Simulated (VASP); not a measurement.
Output of a VASP run:

OSZICAR:
```
       N       E                     dE             d eps       ncg     rms          rms(c)
DAV:   1     0.437938457557E+03    0.43794E+03   -0.23527E+04   480   0.106E+03
DAV:   2    -0.259306717459E+02   -0.46387E+03   -0.45667E+03   448   0.343E+02
DAV:   3    -0.444573778761E+02   -0.18527E+02   -0.18282E+02   512   0.736E+01
DAV:   4    -0.448705252212E+02   -0.41315E+00   -0.41105E+00   432   0.986E+00
DAV:   5    -0.448876889460E+02   -0.17164E-01   -0.17110E-01   528   0.145E+00    0.278E+01
DAV:   6    -0.439939646134E+02    0.89372E+00   -0.83253E+00   440   0.160E+01    0.102E+01
DAV:   7    -0.437792994760E+02    0.21467E+00   -0.70986E+00   464   0.889E+00    0.879E+00
DAV:   8    -0.434865470139E+02    0.29275E+00   -0.11203E+00   440   0.630E+00    0.111E+00
DAV:   9    -0.434851960520E+02    0.13510E-02   -0.10104E-01   504   0.121E+00    0.366E-01
DAV:  10    -0.434842516308E+02    0.94442E-03   -0.15930E-02   472   0.666E-01    0.131E-01
DAV:  11    -0.434842250159E+02    0.26615E-04   -0.25378E-03   464   0.185E-01    0.580E-02
DAV:  12    -0.434841959728E+02    0.29043E-04   -0.36405E-04   464   0.886E-02    0.142E-02
DAV:  13    -0.434842002685E+02   -0.42957E-05   -0.17544E-05   368   0.200E-02    0.573E-03
DAV:  14    -0.434841996854E+02    0.58313E-06   -0.37307E-06   376   0.686E-03
   1 F= -.43484200E+02 E0= -.43330110E+02  d E =-.308179E+00
```

**OUTCAR**
```
------------------------ aborting loop because EDIFF is reached ----------------------------------------
  FORCE on cell =-STRESS in cart. coord.  units (eV):
  Direction    XX          YY          ZZ          XY          YZ          ZX
  --------------------------------------------------------------------------------------
  Total        5.0077408      5.0077409     -2.0826155      0.0000000      0.0000000      0.0000000
  in kB       78.1396751     78.1396766    -32.4966687      0.0000000      0.0000000      0.0000000
  external PRESSURE =      41.2608943 kB  Pullay stress =       0.0000000 kB
  volume of cell :      102.68
      direct lattice vectors                 reciprocal lattice vectors
     5.276844000  0.000000000  0.000000000     0.189507213  0.109412039  0.000000000
    -2.638422000  4.569881000  0.000000000     0.000000000  0.218824079  0.000000000
     0.000000000  0.000000000  4.257961000     0.000000000  0.000000000  0.234854194
 POSITION                                       TOTAL-FORCE (eV/Angst)
 -----------------------------------------------------------------------------------
      2.63842      0.00000      0.00000        -0.000000      0.000000      0.000000
      1.31921      2.28494      0.00000        -0.000000      0.000000      0.000000
     -1.31921      2.28494      0.00000        -0.000000      0.000000      0.000000
      0.00000      0.00000      0.00000        -0.000000      0.000000      0.000000
     -0.00000      3.04659      2.12898        -0.000000      0.000000      0.000000
      2.63842      1.52329      2.12898         0.000000      0.000000      0.000000
 -----------------------------------------------------------------------------------
    total drift:                                0.000000      0.000000      0.000000
  FREE ENERGIE OF THE ION-ELECTRON SYSTEM (eV)
  ---------------------------------------------------
  free  energy   TOTEN  =       -43.4841996854 eV

  energy  without entropy=      -43.1760207139  energy(sigma->0) =      -43.33011020
```
(Selected blocks of OUTCAR.)

**POSCAR**
```
TcAs
1
    5.2768440000     0.0000000000     0.0000000000
   -2.6384220000     4.5698810000     0.0000000000
    0.0000000000     0.0000000000     4.2579610000
Tc As
3 3
Direct
  0.5000000000   0.0000000000   0.0000000000
  0.5000000000   0.5000000000   0.0000000000
  0.0000000000   0.5000000000   0.0000000000
  0.0000000000   0.0000000000   0.0000000000
  0.3333330000   0.6666670000   0.5000000000
  0.6666670000   0.3333330000   0.5000000000
```

Task: Write an INCAR and KPOINTS that could have produced this output.

Result: One answer among several that fit: the input of the run itself, PBE GGA, plane waves, VASP's PBE PAW potentials (set 64).

KPOINTS:
```
Automatic
0
Gamma
 3 3 3
```

INCAR:
```
SYSTEM = TcAs
PREC = Accurate; ENCUT = 300; LREAL = .FALSE.
LASPH = .TRUE.
EDIFF = 1E-6; NELM = 100; ALGO = Normal
LMAXMIX = 4
ISMEAR = 0; SIGMA = 0.272
GGA = PE
ISIF = 2
LWAVE = .FALSE.; LCHARG = .FALSE.
```

POTCAR, in this order: Tc_pv As (PBE.64 set). Program: vasp_std.

At this cut-off the stress carries a Pulay error, which pulls relaxed volumes low.

The structure was generated: TcAs was put into an ordered model structure, which need not be its known phase. The cell was not relaxed at this level, and its volume differs by -5.9 % from the start's. The k-mesh is coarse (spacing up to 0.49 per Å, 2π included), so the numbers may not be converged in it.
